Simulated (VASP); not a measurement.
Calculation: PBE GGA, VASP's PBE PAW potentials (set 64) (plane waves; VASP).

VASP ran on this input.

**POSCAR**
```
TiB
3.2048790
  0.0000000000   0.7071067850   0.7071067850
  0.7071067850   0.0000000000   0.7071067850
  0.7071067850   0.7071067850   0.0000000000
Ti B
1 1
Cart
  0.0000000000   0.0000000000   0.0000000000
  0.7071067850   0.7071067850   0.7071067850
```

**INCAR**
```
SYSTEM  =  TiB
PREC  =  Accurate; ENCUT  =  520; LREAL  =  .False.
LASPH  =  .True.
EDIFF  =  1E-7; NELM  =  100; ALGO  =  Normal
LMAXMIX  =  4
ISMEAR  =  -5
GGA  =  PE
ISIF  =  2
LWAVE  =  .False.; LCHARG  =  .True.; LORBIT  =  11
NEDOS  =  601
```

File KPOINTS:
```
Regular mesh
0
Gamma
  16 16 16
0 0 0
```

POTCAR, in this order: Ti_sv B (PBE.64 set). Program: vasp_std.

Output of the run:

### OSZICAR
```
       N       E                     dE             d eps       ncg     rms          rms(c)
DAV:   1     0.988528652916E+02    0.98853E+02   -0.77930E+03  3190   0.149E+03
DAV:   2    -0.120084685142E+02   -0.11086E+03   -0.10777E+03  3241   0.359E+02
DAV:   3    -0.185411530270E+02   -0.65327E+01   -0.62097E+01  4567   0.863E+01
DAV:   4    -0.187946413310E+02   -0.25349E+00   -0.25260E+00  4110   0.155E+01
DAV:   5    -0.188035941465E+02   -0.89528E-02   -0.89465E-02  4445   0.254E+00    0.150E+01
DAV:   6    -0.152376688791E+02    0.35659E+01   -0.23125E+01  3818   0.560E+01    0.354E+00
DAV:   7    -0.151700667739E+02    0.67602E-01   -0.13787E+00  3816   0.158E+01    0.251E+00
DAV:   8    -0.151772495386E+02   -0.71828E-02   -0.81003E-02  4057   0.327E+00    0.425E-01
DAV:   9    -0.151783962755E+02   -0.11467E-02   -0.12724E-02  4402   0.136E+00    0.250E-01
DAV:  10    -0.151784216811E+02   -0.25406E-04   -0.33940E-04  4188   0.211E-01    0.216E-01
DAV:  11    -0.151782337189E+02    0.18796E-03   -0.77532E-04  3988   0.346E-01    0.183E-02
DAV:  12    -0.151782304380E+02    0.32809E-05   -0.31303E-05  4741   0.513E-02    0.145E-02
DAV:  13    -0.151782303777E+02    0.60338E-07   -0.86572E-06  4489   0.462E-02    0.268E-03
DAV:  14    -0.151782307998E+02   -0.42207E-06   -0.20317E-07  3707   0.570E-03    0.137E-03
DAV:  15    -0.151782308057E+02   -0.59370E-08   -0.35805E-08  1805   0.218E-03
   1 F= -.15178231E+02 E0= -.15178231E+02  d E =0.000000E+00
```

OUTCAR:
```
------------------------ aborting loop because EDIFF is reached ----------------------------------------
  FORCE on cell =-STRESS in cart. coord.  units (eV):
  Direction    XX          YY          ZZ          XY          YZ          ZX
  --------------------------------------------------------------------------------------
  Total       -0.0238430     -0.0238430     -0.0238430      0.0000000      0.0000000      0.0000000
  in kB       -1.6411611     -1.6411611     -1.6411611      0.0000000      0.0000000      0.0000000
  external PRESSURE =      -1.6411611 kB  Pullay stress =       0.0000000 kB
  volume of cell :       23.28
      direct lattice vectors                 reciprocal lattice vectors
     0.000000000  2.266191686  2.266191686    -0.220634469  0.220634469  0.220634469
     2.266191686  0.000000000  2.266191686     0.220634469 -0.220634469  0.220634469
     2.266191686  2.266191686  0.000000000     0.220634469  0.220634469 -0.220634469
 POSITION                                       TOTAL-FORCE (eV/Angst)
 -----------------------------------------------------------------------------------
      0.00000      0.00000      0.00000        -0.000000     -0.000000      0.000000
      2.26619      2.26619      2.26619         0.000000      0.000000     -0.000000
 -----------------------------------------------------------------------------------
    total drift:                                0.000000     -0.000000     -0.000000
  FREE ENERGIE OF THE ION-ELECTRON SYSTEM (eV)
  ---------------------------------------------------
  free  energy   TOTEN  =       -15.1782308057 eV

  energy  without entropy=      -15.1782308057  energy(sigma->0) =      -15.17823081

 total charge

# of ion       s       p       d       tot
------------------------------------------
    1        2.198   6.193   1.952  10.343
    2        0.782   1.045   0.000   1.827
--------------------------------------------------
tot          2.980   7.238   1.952  12.169
```
(Selected blocks of OUTCAR.)

For a metal the tetrahedron method with Blöchl corrections gives inexact stress and forces.

The structure was generated: TiB was put into the rock salt type (Fm-3m), which need not be its known phase. It was relaxed first, which changed the volume by -36 %. The electron count is odd and the run is not spin-polarised, which forces a metal.
